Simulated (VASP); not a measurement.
These are PBEsol GGA, VASP's PBE PAW potentials (set 64) (plane waves; VASP) values and carry that method's errors.

The input files of a VASP run:

### INCAR
```
ALGO = Normal
EDIFF = 1E-7
ENCUT = 520
GGA = PS
ISIF = 2
ISMEAR = 0
LASPH = .TRUE.
LCHARG = .FALSE.
LREAL = .FALSE.
LWAVE = .FALSE.
NELM = 100
PREC = Accurate
SIGMA = 0.05
SYSTEM = C
```

File POSCAR:
```
C
1
    0.0000000000     1.8132078067     1.8132078067
    1.8132078067     0.0000000000     1.8132078067
    1.8132078067     1.8132078067     0.0000000000
C
2
Direct
  0.0000000000   0.0000000000   0.0000000000
  0.2500000000   0.2500000000   0.2500000000
```

### KPOINTS
```
Automatic mesh
0
Gamma
13 13 13
0 0 0
```

POTCAR, in this order: C (PBE.64 set). Program: vasp_std.

Output of the run:

File OSZICAR:
```
       N       E                     dE             d eps       ncg     rms          rms(c)
DAV:   1    -0.825121217099E+00   -0.82512E+00   -0.50760E+03  1368   0.988E+02
DAV:   2    -0.196450860928E+02   -0.18820E+02   -0.18058E+02  2096   0.113E+02
DAV:   3    -0.197675957545E+02   -0.12251E+00   -0.12251E+00  1424   0.120E+01
DAV:   4    -0.197677896128E+02   -0.19386E-03   -0.19386E-03  1992   0.504E-01
DAV:   5    -0.197677896726E+02   -0.59828E-07   -0.59828E-07  1424   0.543E-03    0.523E+00
DAV:   6    -0.193466539282E+02    0.42114E+00   -0.32270E-01  1400   0.435E+00    0.310E+00
DAV:   7    -0.191987131658E+02    0.14794E+00   -0.36093E-01  1624   0.466E+00    0.628E-01
DAV:   8    -0.191987499539E+02   -0.36788E-04   -0.14511E-03  1408   0.446E-01    0.310E-02
DAV:   9    -0.191987573219E+02   -0.73680E-05   -0.36466E-05  1968   0.561E-02    0.230E-02
DAV:  10    -0.191987626427E+02   -0.53208E-05   -0.36067E-06  1416   0.221E-02    0.404E-03
DAV:  11    -0.191987625358E+02    0.10689E-06   -0.27984E-08  1456   0.161E-03    0.100E-03
DAV:  12    -0.191987625391E+02   -0.33579E-08   -0.31987E-09   672   0.669E-04
   1 F= -.19198763E+02 E0= -.19198763E+02  d E =-.160116E-12
```

OUTCAR:
```
------------------------ aborting loop because EDIFF is reached ----------------------------------------
  FORCE on cell =-STRESS in cart. coord.  units (eV):
  Direction    XX          YY          ZZ          XY          YZ          ZX
  --------------------------------------------------------------------------------------
  Total       -1.7550973     -1.7550973     -1.7550973      0.0000000     -0.0000000      0.0000000
  in kB     -235.8517238   -235.8517238   -235.8517238      0.0000000     -0.0000000      0.0000000
  external PRESSURE =    -235.8517238 kB  Pullay stress =       0.0000000 kB
  volume of cell :       11.92
      direct lattice vectors                 reciprocal lattice vectors
     0.000000000  1.813207807  1.813207807    -0.275754383  0.275754383  0.275754383
     1.813207807  0.000000000  1.813207807     0.275754383 -0.275754383  0.275754383
     1.813207807  1.813207807  0.000000000     0.275754383  0.275754383 -0.275754383
 POSITION                                       TOTAL-FORCE (eV/Angst)
 -----------------------------------------------------------------------------------
      0.00000      0.00000      0.00000        -0.000000     -0.000000     -0.000000
      0.90660      0.90660      0.90660         0.000000      0.000000      0.000000
 -----------------------------------------------------------------------------------
    total drift:                                0.000000      0.000000      0.000000
  FREE ENERGIE OF THE ION-ELECTRON SYSTEM (eV)
  ---------------------------------------------------
  free  energy   TOTEN  =       -19.1987625391 eV

  energy  without entropy=      -19.1987625391  energy(sigma->0) =      -19.19876254
```
(Selected blocks of OUTCAR.)

The compound is C in the diamond structure. This cell is one point of a volume scan, at 1.06 of the reference volume.
